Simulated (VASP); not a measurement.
An input for Quantum ESPRESSO's pw.x (written as the equivalent of a VASP run, and not itself run):

```
&CONTROL
  calculation = 'vc-relax'
  pseudo_dir = './pseudo'
  outdir = './out'
  tprnfor = .true.
  tstress = .true.
  nstep = 60
  forc_conv_thr = 0.00078
/
&SYSTEM
  ibrav = 0
  nat = 4
  ntyp = 3
  ecutwfc = 84
  occupations = 'smearing'
  smearing = 'gaussian'
  degauss = 0.003675
  input_dft = 'pz'
/
&ELECTRONS
  conv_thr = 7.3e-08
  electron_maxstep = 100
/
&IONS
/
&CELL
/
ATOMIC_SPECIES
  Tl 204.380 Tl.upf
  Sb 121.760 Sb.upf
  Te 127.600 Te.upf
CELL_PARAMETERS angstrom
     2.1967973    1.2683215    7.4903319
    -2.1967973    1.2683215    7.4903319
    -0.0000000   -2.5366431    7.4903319
ATOMIC_POSITIONS crystal
  Tl   0.0000000  0.0000000  0.0000000
  Sb   0.5000000  0.5000000  0.5000000
  Te   0.2421394  0.2421394  0.2421394
  Te   0.7578606  0.7578606  0.7578606
K_POINTS automatic
  5 5 5 0 0 0
```

**Question.** Translate this input to VASP (INCAR, KPOINTS, POSCAR, choice of POTCAR).

**Answer.** One answer among several that fit: 
**INCAR**
```
SYSTEM  =  TlSbTe2
PREC  =  Accurate; ENCUT  =  400; LREAL  =  .False.
LASPH  =  .True.
EDIFF  =  1E-6; NELM  =  100; ALGO  =  Normal
LMAXMIX  =  4
ISMEAR  =  0; SIGMA  =  0.05
IBRION  =  2; NSW  =  60; ISIF  =  3
EDIFFG  =  -0.02
LWAVE  =  .False.; LCHARG  =  .False.
```

POSCAR:
```
TlSbTe2
1
    2.1967973159     1.2683215364     7.4903318932
   -2.1967973159     1.2683215364     7.4903318932
   -0.0000000000    -2.5366430729     7.4903318932
Tl Sb Te
1 1 2
Direct
  0.0000000000   0.0000000000   0.0000000000
  0.5000000000   0.5000000000   0.5000000000
  0.2421393736   0.2421393736   0.2421393736
  0.7578606264   0.7578606264   0.7578606264
```

File KPOINTS:
```
Automatic mesh
0
gamma
 5 5 5
```

POTCAR, in this order: Tl_d Sb Te (LDA.64 set). Program: vasp_std.

Limits of the translation: the potentials are each code's own (VASP's PAW set, PseudoDojo norm-conserving files in pw.x), so ENCUT and ecutwfc are chosen apart and not converted; conv_thr bounds pw.x's estimated SCF error, while EDIFF bounds the energy change between steps; forc_conv_thr acts on force components and is met together with etot_conv_thr.

The structure comes from a computed database's TlSbTe2 entry (R-3m); how it stands against other phases isn't given here. This run relaxes it. Symmetry was kept, so distortions that lower it aren't found. The start is the result of an earlier pass.
